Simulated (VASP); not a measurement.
Method: r2SCAN meta-GGA, VASP's PBE PAW potentials (set 64) (plane waves; VASP).

VASP ran on this input.

### INCAR
```
LASPH  =  .TRUE.
LREAL  =  .FALSE.   ! projection in real space or not
ISIF  =  3
METAGGA  =  R2SCAN
ISMEAR  =  1   ! Methfessel-Paxton
PREC  =  Accurate
ENCUT  =  480   ! plane-wave cut-off (eV)
SYSTEM  =  Na
LMIXTAU  =  .TRUE.
EDIFF  =  1E-7
EDIFFG  =  -0.01   ! ionic stop
IBRION  =  2   ! conjugate gradients
ALGO  =  Normal   ! blocked Davidson
LCHARG  =  .FALSE.
NSW  =  40   ! most ionic steps
LWAVE  =  .FALSE.
SIGMA  =  0.1   ! width (eV)
PSTRESS  =  150   ! kbar
NELM  =  100   ! most electronic steps
```

KPOINTS:
```
Automatic mesh
0
Gamma
12 12 12
0 0 0
```

### POSCAR
```
Na
1.0
 -1.7135727085   1.7135727085   1.7135727085
  1.7135727085  -1.7135727085   1.7135727085
  1.7135727085   1.7135727085  -1.7135727085
Na
1
Cart
 -1.7135727085   1.7135727085   1.7135727085
```

POTCAR, in this order: Na_pv (PBE.64 set). Program: vasp_std.

**Question.** Estimate the energy per atom (σ→0), volume per atom, band gap (on the k-mesh).

**Answer.** 
| Property | Result |
|---|---|
| energy per atom (σ→0) | -3.053 eV/atom |
| band gap (on the k-mesh) | none (metal, semimetal or under 0.01 eV) |
| volume per atom | 20.17 Å³/atom |

File OSZICAR:
```
...
DAV:   6    -0.305360665171E+01    0.40180E-05   -0.94098E-07  1036   0.147E-02    0.490E-04
DAV:   7    -0.305360944565E+01   -0.27939E-05   -0.79724E-07  1036   0.137E-02    0.152E-04
DAV:   8    -0.305360662233E+01    0.28233E-05   -0.74376E-08  1036   0.404E-03    0.138E-05
DAV:   9    -0.305360721199E+01   -0.58966E-06   -0.30842E-09   518   0.900E-04    0.231E-05
DAV:  10    -0.305360696363E+01    0.24836E-06   -0.83806E-10   532   0.566E-04    0.166E-05
DAV:  11    -0.305360710305E+01   -0.13943E-06   -0.26083E-10   532   0.423E-04    0.308E-06
DAV:  12    -0.305360705465E+01    0.48405E-07   -0.68184E-11   511   0.164E-04
   2 F= -.11652815E+01 E0= -.11650604E+01  d E =0.301254E-05
```

The compound is Na in the bcc structure. This run relaxes it under an external pressure of 15 GPa. Symmetry was kept, so distortions that lower it aren't found.
